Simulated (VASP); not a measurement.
All values below come from optB88-vdW, VASP's PBE PAW potentials (set 64) (plane waves; VASP 6.6.1).

A VASP calculation is set up with these files.

File KPOINTS:
```
Automatic
0
G
11 11 11
```

INCAR:
```
# general
SYSTEM  =MgO
PREC    =Accurate
ENCUT   =520
LREAL   =.FALSE.
LASPH   =.TRUE.

# electronic loop
EDIFF   =1E-7
NELM    =100
ALGO    =Normal

# smearing
ISMEAR  =0
SIGMA   =0.05

# functional
GGA     =BO
LUSE_VDW=.TRUE.
AGGAC   =0.0
PARAM1  =0.1833333333
PARAM2  =0.22

# ions
ISIF    =2

# output
LWAVE   =.FALSE.
LCHARG  =.FALSE.
```

POSCAR:
```
MgO
1
    0.0000000000     2.1323610130     2.1323610130
    2.1323610130     0.0000000000     2.1323610130
    2.1323610130     2.1323610130     0.0000000000
Mg O
1 1
Direct
  0.0000000000   0.0000000000   0.0000000000
  0.5000000000   0.5000000000   0.5000000000
```

POTCAR, in this order: Mg O (PBE.64 set). Program: vasp_std.

The resulting files:

**OUTCAR**
```
 ion  position               nearest neighbor table
   1  0.000  0.000  0.000-   2 2.13   2 2.13   2 2.13   2 2.13   2 2.13   2 2.13
   2  0.500  0.500  0.500-   1 2.13   1 2.13   1 2.13   1 2.13   1 2.13   1 2.13
  LATTYP: Found a face centered cubic cell.
 ALAT       =     4.2647220260
 Subroutine PRICEL returns:
 Original cell was already a primitive cell.
 Subroutine GETGRP returns: Found 48 space group operations
The static configuration has the point symmetry O_h .
The dynamic configuration has the point symmetry O_h .
 Subroutine INISYM returns: Found 48 space group operations
 Subroutine IBZKPT returns following result:
 Found     56 irreducible k-points:

 Following reciprocal coordinates:
            Coordinates               Weight
  0.000000  0.000000  0.000000      1.000000
  0.090909  0.000000  0.000000      8.000000
  0.181818  0.000000  0.000000      8.000000
  0.272727  0.000000  0.000000      8.000000
  0.363636  0.000000  0.000000      8.000000
  0.454545  0.000000  0.000000      8.000000
  0.090909  0.090909  0.000000      6.000000
  0.181818  0.090909  0.000000     24.000000
  0.272727  0.090909  0.000000     24.000000
...
```

File OSZICAR:
```
       N       E                     dE             d eps       ncg     rms          rms(c)
DAV:   1     0.114823091571E+02    0.11482E+02   -0.49317E+03  1104   0.895E+02
DAV:   2    -0.106782835461E+02   -0.22161E+02   -0.21359E+02  1112   0.131E+02
DAV:   3    -0.109411941331E+02   -0.26291E+00   -0.26291E+00  1112   0.159E+01
DAV:   4    -0.109415673357E+02   -0.37320E-03   -0.37320E-03  1200   0.581E-01
DAV:   5    -0.109415677351E+02   -0.39940E-06   -0.39940E-06  1200   0.150E-02    0.768E+00
DAV:   6    -0.921058682668E+01    0.17310E+01   -0.11926E+01   896   0.241E+01    0.240E+00
DAV:   7    -0.919213889259E+01    0.18448E-01   -0.70284E-02   928   0.299E+00    0.133E+00
DAV:   8    -0.918549751159E+01    0.66414E-02   -0.32285E-02   896   0.261E+00    0.174E-01
DAV:   9    -0.918533732378E+01    0.16019E-03   -0.43466E-04  1304   0.203E-01    0.789E-02
DAV:  10    -0.918544660655E+01   -0.10928E-03   -0.15432E-04   912   0.135E-01    0.559E-03
DAV:  11    -0.918544597720E+01    0.62934E-06   -0.25453E-06  1232   0.117E-02    0.305E-03
DAV:  12    -0.918544590562E+01    0.71584E-07   -0.52131E-07   944   0.766E-03
   1 F= -.91854459E+01 E0= -.91854459E+01  d E =-.868298E-13
```

**OUTCAR**
```
------------------------ aborting loop because EDIFF is reached ----------------------------------------
  FORCE on cell =-STRESS in cart. coord.  units (eV):
  Direction    XX          YY          ZZ          XY          YZ          ZX
  --------------------------------------------------------------------------------------
  Total       -0.5401127     -0.5401127     -0.5401127     -0.0000000      0.0000000      0.0000000
  in kB      -44.6254657    -44.6254657    -44.6254657     -0.0000000      0.0000000      0.0000000
  external PRESSURE =     -44.6254657 kB  Pullay stress =       0.0000000 kB
  volume of cell :       19.39
      direct lattice vectors                 reciprocal lattice vectors
     0.000000000  2.132361013  2.132361013    -0.234481871  0.234481871  0.234481871
     2.132361013  0.000000000  2.132361013     0.234481871 -0.234481871  0.234481871
     2.132361013  2.132361013  0.000000000     0.234481871  0.234481871 -0.234481871
  FREE ENERGIE OF THE ION-ELECTRON SYSTEM (eV)
  ---------------------------------------------------
  free  energy   TOTEN  =        -9.1854459056 eV

  energy  without entropy=       -9.1854459056  energy(sigma->0) =       -9.18544591
```
(Selected blocks of OUTCAR.)

The compound is MgO in the rock salt structure. This cell is one point of a volume scan, at 1.03 of the reference volume.
